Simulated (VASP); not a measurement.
Consider the following.

```
CELL_PARAMETERS angstrom
      5.14700     0.00000     0.00000
     -2.57350     4.45743     0.00000
      0.00000     0.00000     4.22400
ATOMIC_POSITIONS crystal
  Ca 0.00000 0.00000 0.00000
  Pd 0.50000 0.00000 0.50000
  Pd 0.50000 0.50000 0.50000
  Pd 0.00000 0.50000 0.50000
  Pd 0.33333 0.66667 0.00000
  Pd 0.66667 0.33333 0.00000
```

These are PBEsol GGA, VASP's PBE PAW potentials (set 64) (plane waves; VASP) values and carry that method's errors. Run with 300 eV cut-off, 7×7×7 Γ-centred mesh, Fermi-Dirac smearing of 0.10 eV, potentials Ca_sv Pd.

At this cut-off the stress carries a Pulay error, which pulls relaxed volumes low.

**Question.** Give the stress tensor in GPa (positive for a compressed cell).

**Answer.** 
```
11.73   0.00   0.00
 0.00  11.73   0.00
 0.00   0.00  16.98
```
The pressure is its mean diagonal, 13.48 GPa.

The structure comes from a measured CaPd5 entry of the Crystallography Open Database, whose conditions weren't checked. The cell was not relaxed at this level.
